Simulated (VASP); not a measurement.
```
CdI2
1.0
    2.12000    -3.67195     0.00000
    2.12000     3.67195     0.00000
    0.00000     0.00000     6.86000
Cd I
1 2
Direct
  0.00000   0.00000   0.00000
  0.33333   0.66667   0.24900
  0.66667   0.33333   0.75100
```

Level of theory: PBE GGA, VASP's PBE PAW potentials (set 64) (plane waves; VASP). Run with 650 eV cut-off, 6×6×3 Γ-centred mesh, Gaussian smearing of 0.050 eV, potentials Cd I.

Predict the energy per atom (σ→0), pressure.

```
Property                        Value
---------------------  --------------
energy per atom (σ→0)  -1.827 eV/atom
pressure                     2.06 GPa
```

Only differences to runs with the same potentials and settings are physical.

The compound is CdI2 in the 1T layered structure. The cell was not relaxed at this level. The run is one of a series of settings (ENCUT = 650 against the base run), some of them coarse on purpose.
